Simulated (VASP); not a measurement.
Here is the system:

```xyz
3
Lattice="0.0000 3.0386 3.0386 3.0386 0.0000 3.0386 3.0386 3.0386 0.0000" Properties=species:S:1:pos:R:3 pbc="T T T"
Al     1.5193     1.5193     1.5193
Al     4.5580     4.5580     4.5580
Au     0.0000     0.0000     0.0000
```

The numbers are results of vdW-DF2, VASP's PBE PAW potentials (set 64) (plane waves; VASP), not measurements. Numerical set-up: 520 eV cut-off, 9×9×9 Γ-centred mesh, first-order Methfessel-Paxton smearing of 0.10 eV, potentials Al Au.

Unless said otherwise, spin-orbit coupling is left out, though it shifts the bands of the heavy elements here.

### Question
What does the run give for the energy per atom (σ→0), pressure, band gap (on the k-mesh) with the smallest direct gap where there is one?

### Answer

The band gap (on the k-mesh) is none (metal, semimetal or under 0.01 eV). The energy per atom (σ→0) comes out as -1.610 eV/atom and the pressure is 5.44 GPa.

The absolute energy has meaning only against runs of the same code, potentials and settings.

The compound is AuAl2 in the fluorite structure. This cell is one point of a volume scan, at 0.94 of the reference volume. The electron count is odd and the run is not spin-polarised, which forces a metal.
